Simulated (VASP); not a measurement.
All values below come from r2SCAN+rVV10, VASP's PBE PAW potentials (set 64) (plane waves; VASP 6.6.1).

Input for VASP

File POSCAR:
```
SrMg
1.0
  4.1801608032   0.0000000000   0.0000000000
  0.0000000000   4.1801608032   0.0000000000
  0.0000000000   0.0000000000   4.1801608032
Mg Sr
1 1
Direct
  0.0000000000   0.0000000000   0.0000000000
  0.5000000000   0.5000000000   0.5000000000
```

INCAR:
```
# general
SYSTEM   = SrMg
PREC     = Accurate
ENCUT    = 400   # plane-wave cut-off (eV)
LREAL    = .FALSE.
LASPH    = .TRUE.   # aspherical one-centre terms

# electronic loop
EDIFF    = 1E-6   # SCF stop (eV)
NELM     = 100
ALGO     = Normal   # blocked Davidson
LMAXMIX  = 4   # l cut-off of mixed one-centre charges
LMIXTAU  = .TRUE.

# smearing
ISMEAR   = 1   # Methfessel-Paxton
SIGMA    = 0.1   # width (eV)

# functional
METAGGA  = R2SCAN
LUSE_VDW = .TRUE.
BPARAM   = 11.95
CPARAM   = 0.0093

# ions
IBRION   = 2   # conjugate gradients
NSW      = 60   # most ionic steps
ISIF     = 3   # ions, shape and volume
EDIFFG   = -0.01   # ionic stop

# output
LWAVE    = .FALSE.
LCHARG   = .FALSE.
```

### KPOINTS
```
Automatic mesh
0
Gamma
8 8 8
0 0 0
```

POTCAR, in this order: Mg Sr_sv (PBE.64 set). Program: vasp_std.

**Question.** What will the output report for the number of irreducible k-points (NKPTS), number of bands (NBANDS), largest plane-wave count, number of space-group operations, FFT grid (NGX, NGY, NGZ)?

**Answer.** 
```
Property                                       Value
--------------------------------------  ------------
number of irreducible k-points (NKPTS)            35
number of bands (NBANDS)                          10
largest plane-wave count                        1357
number of space-group operations                  48
FFT grid (NGX, NGY, NGZ)                28 × 28 × 28
```

The structure comes from a measured SrMg entry (Pm-3m) of the Crystallography Open Database, whose conditions weren't checked. This run relaxes it. Symmetry was kept, so distortions that lower it aren't found. The start is the result of an earlier pass.
